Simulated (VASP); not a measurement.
# MnCuAs: the relaxed cell at several levels, part 3 of 7

Aim: relax MnCuAs with several functionals and dispersion schemes, and compare the cells. The start is a computed cell from the Materials Project.

VASP 6.6.1, plane waves and PAW; the level of theory is named at each step.

So far. Step 3 (Magnetic order: antiferromagnetic within the cell): The energy lies -48.5 meV an atom from the first pattern. The run ends antiferromagnetic with a largest moment of 3.21 μB, and the mesh shows no gap. Step 4 (Magnetic order: antiferromagnetic, q = (0, 0, 1/2)): The energy lies -32.6 meV an atom from the first pattern. The run ends antiferromagnetic with a largest moment of 3.24 μB, and the mesh shows no gap.

## Step 5: Magnetic order: antiferromagnetic, q = (1/2, 1/2, 1/2)

Level of this step: LDA, spin-polarised from an antiferromagnetic start; plane waves and PAW (Mn_pv, Cu, As) (VASP).

Next, a pattern with opposite moments, which needs a doubled cell; q is given in the reciprocal vectors of the primitive cell.

The input, INCAR:

```
SYSTEM = MnCuAs
PREC = Accurate
ENCUT = 400
EDIFF = 1E-06
NELM = 100
ISMEAR = -1
SIGMA = 0.05
LREAL = .FALSE.
ALGO = Normal
GGA = CA
NBANDS = 77
ISPIN = 2
MAGMOM = 4 -4 4 -4 0.6 -0.6 0.6 -0.6 0 0 0 0
LASPH = .TRUE.
LMAXMIX = 4
LORBIT = 11
LWAVE = .FALSE.
LCHARG = .FALSE.
KPAR = 8
ISIF = 2
```

The input, POSCAR:

```
MnCuAs
1.0
    7.3989820000      0.0000000000      0.0000000000
    3.6994910000      3.6994910000      0.0000000000
    3.6994910000      0.0000000000      6.4084220000
Mn Cu As
4 4 4
Direct
    0.6679900000      0.5000000000      0.1640200000
    0.1679900000      0.5000000000      0.1640200000
    0.8320100000      0.0000000000      0.8359800000
    0.3320100000      0.0000000000      0.8359800000
    0.7500000000      0.0000000000      0.5000000000
    0.2500000000      0.0000000000      0.5000000000
    0.7500000000      0.5000000000      0.5000000000
    0.2500000000      0.5000000000      0.5000000000
    0.3618770000      0.5000000000      0.7762460000
    0.8618770000      0.5000000000      0.7762460000
    0.1381230000      0.0000000000      0.2237540000
    0.6381230000      0.0000000000      0.2237540000
```

The input, KPOINTS:

```
Automatic mesh
0
Gamma
6 6 6
0 0 0
```

The projector-augmented-wave data sets are Mn_pv, Cu and As (PBE family, release 64).

Launch:

```console
> mpirun -np 8 vasp_std
```

Numbers of over 12 decimals in the logs are rounded to 6 here.

Output:

```text
[... set-up lines as in an earlier step ...]
 entering main loop
       N       E                     dE             d eps       ncg     rms          rms(c)
DAV:   1     0.119663570615E+04    0.11966E+04   -0.47252E+04 22872   0.167E+03
DAV:   2     0.812077323070E+02   -0.11154E+04   -0.10689E+04 20962   0.477E+02
DAV:   3    -0.757647493039E+02   -0.15697E+03   -0.13869E+03 21810   0.189E+02
DAV:   4    -0.885709716299E+02   -0.12806E+02   -0.12330E+02 32280   0.577E+01
DAV:   5    -0.888847127149E+02   -0.31374E+00   -0.31240E+00 31728   0.106E+01    0.297E+01
DAV:   6    -0.850935801207E+02    0.37911E+01   -0.12944E+02 29358   0.142E+02    0.201E+01
DAV:   7    -0.792631210775E+02    0.58305E+01   -0.28083E+01 26734   0.670E+01    0.590E+00
DAV:   8    -0.795062654389E+02   -0.24314E+00   -0.38826E+00 33024   0.215E+01    0.579E+00
DAV:   9    -0.793810214822E+02    0.12524E+00   -0.81259E-01 32273   0.141E+01    0.276E+00
DAV:  10    -0.793444351246E+02    0.36586E-01   -0.95534E-02 28398   0.338E+00    0.112E+00
DAV:  11    -0.793398454113E+02    0.45897E-02   -0.35631E-02 32185   0.302E+00    0.363E-01
DAV:  12    -0.793405174360E+02   -0.67202E-03   -0.78495E-03 27472   0.445E-01    0.136E-01
DAV:  13    -0.793405188699E+02   -0.14339E-05   -0.29472E-04 30847   0.180E-01    0.575E-02
DAV:  14    -0.793405263474E+02   -0.74776E-05   -0.85670E-05 31640   0.127E-01    0.276E-02
DAV:  15    -0.793405257539E+02    0.59354E-06   -0.19514E-05 29336   0.576E-02    0.130E-02
DAV:  16    -0.793405249352E+02    0.81873E-06   -0.44254E-06 19705   0.376E-02
   1 F= -.79340525E+02 E0= -.79311498E+02  d E =-.580539E-01  mag=    -0.0000
```

It took 2.7 min on 8 MPI ranks of Intel Xeon 6975P-C (Granite Rapids), shared host; peak memory 6.8 GiB.

Parts of OUTCAR (step 5):

```text
   k-points           NKPTS =     68   k-points in BZ     NKDIM =     68   number of bands    NBANDS=     77

   ENCUT  =  400.0 eV  29.40 Ry    5.42 a.u.  12.07  8.53 12.07*2*pi/ulx,y,z

   NELECT =     116.0000    total number of electrons

 E-fermi :   7.4871

 spin component 1
 k-point     1 :       0.0000    0.0000    0.0000
  band No.  band energies     occupation
    ...
     54       5.8267      1.00000
     55       6.2356      1.00000
     56       6.9703      0.99997
     57       6.9841      0.99996
     58       7.1647      0.99842
     59       7.6717      0.02432
     60       7.6761      0.02231
     61       7.8901      0.00032
     62       7.9184      0.00018
     63       8.3443      0.00000
    ...

 k-point     2 :       0.1667    0.0000   -0.0000
  band No.  band energies     occupation
    ...
     55       6.2818      1.00000
     56       6.9101      0.99999
     57       6.9567      0.99998
     58       7.3059      0.97398
     59       7.3914      0.87149
     60       7.8251      0.00116
     61       7.8358      0.00093
     62       8.0867      0.00001
     63       8.1993      0.00000
     64       8.3525      0.00000
    ...

  Total      -12.9907728    -12.9907728    -13.2135624      1.1383651     -0.0001052      0.0001051
  in kB     -118.6534915   -118.6534915   -120.6883793     10.3974560     -0.0009609      0.0009597
  external PRESSURE =    -119.3317874 kB  Pullay stress =       0.0000000 kB

 POSITION                                       TOTAL-FORCE (eV/Angst)
 -----------------------------------------------------------------------------------
      7.39898      1.84975      1.05111         0.000006     -0.000006     -0.161442
      3.69949      1.84975      1.05111         0.000006     -0.000006     -0.161442
      9.24873      0.00000      5.35731        -0.000006      0.000006      0.161442
      5.54924      0.00000      5.35731        -0.000006      0.000006      0.161442
      7.39898      0.00000      3.20421         0.000002      0.000002     -0.000000
      3.69949      0.00000      3.20421         0.000002      0.000002     -0.000000
      9.24873      1.84975      3.20421        -0.000002     -0.000002     -0.000000
      5.54924      1.84975      3.20421        -0.000002     -0.000002     -0.000000
      7.39898      1.84975      4.97451         0.000007     -0.000007      0.042700
     11.09847      1.84975      4.97451         0.000007     -0.000007      0.042700
      1.84975      0.00000      1.43391        -0.000007      0.000007     -0.042700
      5.54924      0.00000      1.43391        -0.000007      0.000007     -0.042700
 -----------------------------------------------------------------------------------
    total drift:                                0.000000      0.000000     -0.000000

  FREE ENERGIE OF THE ION-ELECTRON SYSTEM (eV)
  ---------------------------------------------------
  free  energy   TOTEN  =       -79.3405249352 eV

  energy  without entropy=      -79.2824709865  energy(sigma->0) =      -79.31149796

 magnetization (x)
# of ion       s       p       d       tot
------------------------------------------
    1        0.023   0.015   3.184   3.223
    2       -0.023  -0.015  -3.184  -3.223
    3        0.023   0.015   3.184   3.223
    4       -0.023  -0.015  -3.184  -3.223
    5        0.000   0.000   0.000   0.000
    6       -0.000  -0.000  -0.000  -0.000
    7        0.000   0.000   0.000   0.000
    8       -0.000  -0.000  -0.000  -0.000
    9       -0.005   0.019  -0.001   0.013
   10        0.005  -0.019   0.001  -0.013
   11       -0.005   0.019  -0.001   0.013
   12        0.005  -0.019   0.001  -0.013
--------------------------------------------------
tot         -0.000   0.000   0.000  -0.000

[... 2 parts as in an earlier step ...]

[... 13 further parts left out ...]
```

Numbers from this step:

```
SCF cycles              : 16
irreducible k-points    : 68
symmetry operations     : 4
free energy (TOTEN)     : -79.3405 eV
energy at zero smearing : -79.3115 eV
Fermi energy            : 7.487 eV
pressure                : -11.93 GPa
```

Spin moment in the PAW sphere by atom:

| atom | spin moment in the PAW sphere (μB) |
| --- | --- |
| Mn1 | 3.22 |
| Mn2 | -3.22 |
| Mn3 | 3.22 |
| Mn4 | -3.22 |
| Cu5 | 0.00 |
| Cu6 | 0.00 |
| Cu7 | 0.00 |
| Cu8 | 0.00 |
| As9 | 0.01 |
| As10 | -0.01 |
| As11 | 0.01 |
| As12 | -0.01 |

Force by atom:

| atom | x (eV/Å) | y (eV/Å) | z (eV/Å) | size |
| --- | --- | --- | --- | --- |
| Mn1 | 0.000 | 0.000 | -0.161 | 0.161 |
| Mn2 | 0.000 | 0.000 | -0.161 | 0.161 |
| Mn3 | 0.000 | 0.000 | 0.161 | 0.161 |
| Mn4 | 0.000 | 0.000 | 0.161 | 0.161 |
| Cu5 | 0.000 | 0.000 | 0.000 | 0.000 |
| Cu6 | 0.000 | 0.000 | 0.000 | 0.000 |
| Cu7 | 0.000 | 0.000 | 0.000 | 0.000 |
| Cu8 | 0.000 | 0.000 | 0.000 | 0.000 |
| As9 | 0.000 | 0.000 | 0.043 | 0.043 |
| As10 | 0.000 | 0.000 | 0.043 | 0.043 |
| As11 | 0.000 | 0.000 | -0.043 | 0.043 |
| As12 | 0.000 | 0.000 | -0.043 | 0.043 |

The energy lies -19.3 meV an atom from the first pattern. The run ends antiferromagnetic with a largest moment of 3.22 μB, and the mesh shows no gap.

## Step 6: Magnetic order: antiferromagnetic, q = (1/2, 1/2, 0)

Next, a pattern with opposite moments, which needs a doubled cell; q is given in the reciprocal vectors of the primitive cell.

INCAR is that of step 5.

The input, POSCAR:

```
MnCuAs
1.0
    7.3989820000      0.0000000000      0.0000000000
    3.6994910000      3.6994910000      0.0000000000
    0.0000000000      0.0000000000      6.4084220000
Mn Cu As
4 4 4
Direct
    0.7500000000      0.5000000000      0.1640200000
    0.2500000000      0.5000000000      0.1640200000
    0.2500000000      0.0000000000      0.8359800000
    0.7500000000      0.0000000000      0.8359800000
    0.0000000000      0.0000000000      0.5000000000
    0.5000000000      0.0000000000      0.5000000000
    0.0000000000      0.5000000000      0.5000000000
    0.5000000000      0.5000000000      0.5000000000
    0.7500000000      0.5000000000      0.7762460000
    0.2500000000      0.5000000000      0.7762460000
    0.2500000000      0.0000000000      0.2237540000
    0.7500000000      0.0000000000      0.2237540000
```

The input, KPOINTS:

```
Automatic mesh
0
Gamma
6 6 4
0 0 0
```

Launch:

```console
> mpirun -np 8 vasp_std
```

Output:

```text
[... set-up lines as in an earlier step ...]
 entering main loop
       N       E                     dE             d eps       ncg     rms          rms(c)
DAV:   1     0.119883812728E+04    0.11988E+04   -0.47233E+04 18808   0.167E+03
DAV:   2     0.818348205695E+02   -0.11170E+04   -0.10704E+04 17253   0.477E+02
DAV:   3    -0.758198271955E+02   -0.15765E+03   -0.13923E+03 18044   0.190E+02
DAV:   4    -0.885118865920E+02   -0.12692E+02   -0.12238E+02 26486   0.577E+01
DAV:   5    -0.888192718856E+02   -0.30739E+00   -0.30623E+00 25968   0.106E+01    0.296E+01
DAV:   6    -0.850695546292E+02    0.37497E+01   -0.12794E+02 24302   0.142E+02    0.198E+01
DAV:   7    -0.792878857030E+02    0.57817E+01   -0.27479E+01 22004   0.675E+01    0.563E+00
DAV:   8    -0.795287620800E+02   -0.24088E+00   -0.38187E+00 26896   0.200E+01    0.558E+00
DAV:   9    -0.794212948266E+02    0.10747E+00   -0.71920E-01 26658   0.139E+01    0.265E+00
DAV:  10    -0.793812905448E+02    0.40004E-01   -0.10256E-01 23728   0.360E+00    0.108E+00
DAV:  11    -0.793758564891E+02    0.54341E-02   -0.37353E-02 26383   0.320E+00    0.352E-01
DAV:  12    -0.793764993134E+02   -0.64282E-03   -0.86651E-03 24680   0.514E-01    0.128E-01
DAV:  13    -0.793764957380E+02    0.35754E-05   -0.22702E-04 24108   0.157E-01    0.574E-02
DAV:  14    -0.793765031769E+02   -0.74389E-05   -0.55390E-05 26168   0.103E-01    0.248E-02
DAV:  15    -0.793765017207E+02    0.14561E-05   -0.14814E-05 23721   0.550E-02    0.111E-02
DAV:  16    -0.793765011107E+02    0.61007E-06   -0.39186E-06 14953   0.345E-02
   1 F= -.79376501E+02 E0= -.79352802E+02  d E =-.473989E-01  mag=     0.0000
```

Wall time 1.9 min (8 MPI ranks); peak memory 5.9 GiB; 15 min of CPU time.

OUTCAR, selected parts (step 6):

```text
   k-points           NKPTS =     56   k-points in BZ     NKDIM =     56   number of bands    NBANDS=     77

   ENCUT  =  400.0 eV  29.40 Ry    5.42 a.u.  12.07  8.53 10.45*2*pi/ulx,y,z

   NELECT =     116.0000    total number of electrons

 E-fermi :   7.5056

 spin component 1
 k-point     1 :       0.0000    0.0000    0.0000
  band No.  band energies     occupation
    ...
     54       5.8070      1.00000
     55       6.2671      1.00000
     56       6.7774      1.00000
     57       6.8820      1.00000
     58       7.0696      0.99984
     59       7.5785      0.18871
     60       7.6728      0.03406
     61       7.8900      0.00046
     62       7.9435      0.00016
     63       8.1093      0.00001
    ...

 k-point     2 :       0.1667    0.0000    0.0000
  band No.  band energies     occupation
    ...
     55       6.1618      1.00000
     56       6.8291      1.00000
     57       6.8717      1.00000
     58       7.1541      0.99912
     59       7.2659      0.99178
     60       7.5738      0.20361
     61       7.8411      0.00122
     62       7.9583      0.00012
     63       8.3950      0.00000
     64       8.4393      0.00000
    ...

  Total      -13.4970159    -13.4970159    -13.6832721     -1.0755848      0.0000313     -0.0000311
  in kB     -123.2773507   -123.2773507   -124.9785540     -9.8240419      0.0002861     -0.0002842
  external PRESSURE =    -123.8444185 kB  Pullay stress =       0.0000000 kB

 POSITION                                       TOTAL-FORCE (eV/Angst)
 -----------------------------------------------------------------------------------
      7.39898      1.84975      1.05111         0.000023     -0.000023     -0.257452
      3.69949      1.84975      1.05111         0.000023     -0.000023     -0.257452
      1.84975      0.00000      5.35731        -0.000023      0.000023      0.257452
      5.54924      0.00000      5.35731        -0.000023      0.000023      0.257452
      0.00000      0.00000      3.20421         0.000004      0.000004      0.000000
      3.69949      0.00000      3.20421         0.000004      0.000004      0.000000
      1.84975      1.84975      3.20421        -0.000004     -0.000004      0.000000
      5.54924      1.84975      3.20421        -0.000004     -0.000004      0.000000
      7.39898      1.84975      4.97451         0.000019     -0.000019      0.088885
      3.69949      1.84975      4.97451         0.000019     -0.000019      0.088885
      1.84975      0.00000      1.43391        -0.000019      0.000019     -0.088885
      5.54924      0.00000      1.43391        -0.000019      0.000019     -0.088885
 -----------------------------------------------------------------------------------
    total drift:                                0.000000     -0.000000     -0.000000

  FREE ENERGIE OF THE ION-ELECTRON SYSTEM (eV)
  ---------------------------------------------------
  free  energy   TOTEN  =       -79.3765011107 eV

  energy  without entropy=      -79.3291022137  energy(sigma->0) =      -79.35280166

 magnetization (x)
# of ion       s       p       d       tot
------------------------------------------
    1        0.021   0.017   3.159   3.197
    2       -0.021  -0.017  -3.159  -3.197
    3        0.021   0.017   3.159   3.197
    4       -0.021  -0.017  -3.159  -3.197
    5        0.000   0.000   0.000   0.000
    6       -0.000  -0.000  -0.000  -0.000
    7        0.000   0.000   0.000   0.000
    8       -0.000  -0.000  -0.000  -0.000
    9        0.002  -0.015  -0.001  -0.015
   10       -0.002   0.015   0.001   0.015
   11        0.002  -0.015  -0.001  -0.015
   12       -0.002   0.015   0.001   0.015
--------------------------------------------------
tot          0.000   0.000   0.000   0.000

[... 2 parts as in an earlier step ...]

[... 13 further parts left out ...]
```

At this level the cell is under a tension of 12.4 GPa, so at these settings it is away from equilibrium.

Numbers from this step:

```
irreducible k-points    : 56
free energy (TOTEN)     : -79.3765 eV
energy at zero smearing : -79.3528 eV
Fermi energy            : 7.506 eV
pressure                : -12.38 GPa
```

Force by atom:

| atom | x (eV/Å) | y (eV/Å) | z (eV/Å) | size |
| --- | --- | --- | --- | --- |
| Mn1 | 0.000 | 0.000 | -0.257 | 0.257 |
| Mn2 | 0.000 | 0.000 | -0.257 | 0.257 |
| Mn3 | 0.000 | 0.000 | 0.257 | 0.257 |
| Mn4 | 0.000 | 0.000 | 0.257 | 0.257 |
| Cu5 | 0.000 | 0.000 | 0.000 | 0.000 |
| Cu6 | 0.000 | 0.000 | 0.000 | 0.000 |
| Cu7 | 0.000 | 0.000 | 0.000 | 0.000 |
| Cu8 | 0.000 | 0.000 | 0.000 | 0.000 |
| As9 | 0.000 | 0.000 | 0.089 | 0.089 |
| As10 | 0.000 | 0.000 | 0.089 | 0.089 |
| As11 | 0.000 | 0.000 | -0.089 | 0.089 |
| As12 | 0.000 | 0.000 | -0.089 | 0.089 |

The energy lies -22.8 meV an atom from the first pattern. The run ends antiferromagnetic with a largest moment of 3.20 μB, and the mesh shows no gap.

## Step 7: The orders side by side

This step: collinear orders at LDA; plane waves and PAW (VASP 6.6.1).

This step runs nothing: it gathers the runs above.

Patterns, by row:

| start | atoms | energy less that of the first (meV/atom) | largest site moment (μB) | end state |
| --- | --- | --- | --- | --- |
| ferromagnetic | 6 | 0 | 3.18 | ferromagnetic |
| antiferromagnetic within the cell | 6 | -48.5 | 3.21 | antiferromagnetic |
| antiferromagnetic, q = (0, 0, 1/2) | 12 | -32.6 | 3.24 | antiferromagnetic |
| antiferromagnetic, q = (1/2, 1/2, 1/2) | 12 | -19.3 | 3.22 | antiferromagnetic |
| antiferromagnetic, q = (1/2, 1/2, 0) | 12 | -22.8 | 3.2 | antiferromagnetic |

The session goes on in the lowest magnetic state found: antiferromagnetic. The next one lies 15.9 meV an atom higher.

[end of part 3 of 7]

[Lines on the potential files, build, host, timing and source positions are cut from VASP's logs without a mark.]

[Logs are printed without paths, hosts, clocks, repeated set-up lines and the standing remarks that a program may print on its own settings, such as how far it seeks lower states.]

[Hosts, paths, dates, database ids (printed as entryN), source tags and the programs' standing remarks are cut or masked in the printed files.]

[A measured line is paired with the nearest computed mode of its activity, which favours agreement.]
